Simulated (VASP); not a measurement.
Method: rev-vdW-DF2, VASP's PBE PAW potentials (set 64) (plane waves; VASP).

The input files of a VASP run:

### KPOINTS
```
K-points
0
gamma
  6 6 3
0 0 0
```

**POSCAR**
```
CdSe
1
    2.1794704326    -3.7749532767     0.0000000000
    2.1794704326     3.7749532767     0.0000000000
    0.0000000000     0.0000000000     7.1047940207
Cd Se
2 2
Direct
  0.6666670000   0.3333330000   0.5000512204
  0.3333330000   0.6666670000   0.0000512204
  0.6666670000   0.3333330000   0.8759487796
  0.3333330000   0.6666670000   0.3759487796
```

INCAR:
```
SYSTEM=CdSe
PREC=Accurate; ENCUT=520; LREAL=.False.
LASPH=.True.
EDIFF=1E-7; NELM=100; ALGO=Normal
LMAXMIX=4
ISMEAR=0; SIGMA=0.05
GGA=MK; LUSE_VDW=.True.; AGGAC=0.0
PARAM1=0.1234568; PARAM2=0.7114; ZAB_VDW=-1.8867
IBRION=2; NSW=30; ISIF=4
EDIFFG=-0.01
LWAVE=.False.; LCHARG=.False.
```

POTCAR, in this order: Cd Se (PBE.64 set). Program: vasp_std.

Task: What will the output report for the number of irreducible k-points (NKPTS), largest plane-wave count, number of space-group operations, FFT grid (NGX, NGY, NGZ)?

Result: 
```yaml
number of irreducible k-points (NKPTS): 14
largest_plane_wave_count: 3172
number_of_space_group_operations: 12
FFT grid (NGX, NGY, NGZ): 32 × 32 × 54
```

The compound is CdSe in the wurtzite structure. This run relaxes it. Symmetry was kept, so distortions that lower it aren't found.
